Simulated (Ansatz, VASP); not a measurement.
## Ag3SnSe: VASP beside Ansatz

Contents of INCAR:

```
PREC = Accurate
ENCUT = 600
EDIFF = 1E-6
ISMEAR = 0
SIGMA = 0.1
LREAL = F
LASPH = T
NELM = 100
ALGO = Normal
ISIF = 3
LWAVE = F
LCHARG = F
GGA = PE
IBRION = 2
NSW = 90
EDIFFG = -0.04
```

File KPOINTS:

```
regular mesh
0
Gamma
  4 4 4
```

The input POSCAR:

```
Ag3SnSe
1.0
    4.8727384900      0.0000000000      0.0000000000
    0.0000000000      4.8727384900      0.0000000000
    0.0000000000      0.0000000000      4.8727384900
Ag Sn Se
3 1 1
Direct
    0.5000000000      0.0000000000      0.0000000000
    0.0000000000      0.5000000000      0.0000000000
    0.0000000000      0.0000000000      0.5000000000
    0.0000000000      0.0000000000      0.0000000000
    0.5000000000      0.5000000000      0.5000000000
```

Input for Ansatz:

```yaml
crystal:
  lattice:
    - [4.87273849, 0.0, 0.0]
    - [0.0, 4.87273849, 0.0]
    - [0.0, 0.0, 4.87273849]
  atoms:
    - { symbol: Ag, position: [0.5, 0.0, 0.0] }
    - { symbol: Ag, position: [0.0, 0.5, 0.0] }
    - { symbol: Ag, position: [0.0, 0.0, 0.5] }
    - { symbol: Sn, position: [0.0, 0.0, 0.0] }
    - { symbol: Se, position: [0.5, 0.5, 0.5] }
basis:
  ecutwfc: 420
kpoints:
  mp_grid: { grid: [4, 4, 4] }
hamiltonian:
  xc: pbe
scf:
  occupations: { method: gaussian, width: 0.1 }
  lower_state_search: "off"
output:
  forces: true
  stress: true
  eigenvalues: true
relax:
  adjacent_minimum: "off"
  f_tol: 0.04
  max_steps: 70
  cell: { stress_tol: 0.4 }
```

Alike in both runs: task relaxation of cell and atoms; functional PBE; k mesh 4 × 4 × 4; occupations gaussian, width 0.1 eV; no spin polarisation.

|  | VASP | Ansatz |
| --- | --- | --- |
| version | VASP 6.6.1 | Ansatz 0.2.0 |
| potentials or method | VASP PAW PBE potentials, release 64 (Ag, Sn_d, Se) | scalar-relativistic, plane waves, PAW |
| plane-wave cutoff (eV) | 600 | 420 |
| valence electrons in the cell | 53 | 87 |

VASP gave:

* gap on the k mesh at the Fermi level, each at its own relaxed structure (eV): none
* relaxed volume (Å³/atom): 28.39
* relaxed cell length with the largest relative difference (Å): 5.217
* energy change over the relaxation (meV/atom): -185

**Question.** What did Ansatz give for the same quantities?

**Answer.** gap on the k mesh at the Fermi level, each at its own relaxed structure (eV): none; relaxed volume (Å³/atom): 28.57; relaxed cell length with the largest relative difference (Å): 5.228; energy change over the relaxation (meV/atom): -184.

A gap of «none» marks a metal or a gap that the smearing closes. The two sets of potentials don't hold the same shells in valence.

Caveats: the volume moved by over 15 % at a fixed basis, so the end points are rough (VASP).
